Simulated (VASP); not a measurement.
A convergence study with VASP on Ir (fcc): one setting is varied, all else stays as given below, so the limit is that of these other settings. The cell's lengths are 1 % over those of the tabulated start, so it is off equilibrium.

```xyz
1
Lattice="0.0000 1.9392 1.9392 1.9392 0.0000 1.9392 1.9392 1.9392 0.0000" Properties=species:S:1:pos:R:3 pbc="T T T"
Ir     0.0000     0.0000     0.0000
```

Level of theory: PBE GGA, VASP's PBE PAW potentials (set 64) (plane waves; VASP). The tightest run used: 1000 eV cut-off, 18×18×18 Γ-centred mesh, first-order Methfessel-Paxton smearing of 0.10 eV, potentials Ir.

| setting | E (eV/atom) | pressure (GPa) | plane waves |
|---|---|---|---|
| ENCUT = 150 | -8.4175 | -142.08 | 70 |
| ENCUT = 200 | -8.8344 | -10.65 | 113 |
| ENCUT = 250 | -8.8572 | -1.97 | 140 |

These are the cheaper rows. Estimate the results at ENCUT = 1000, and how far the last row shown lies from them.

```
quantity        tightest run  last row shown is off by
--------------  ------------  ------------------------
E (eV/atom)          -8.8509                   -0.0063
pressure (GPa)         -1.59                     -0.38
```

Left out are rungs that failed or repeat a setting and relaxations that didn't move; long series are thinned to 24 rows.

The compound is Ir in the fcc structure. The cell was not relaxed at this level.
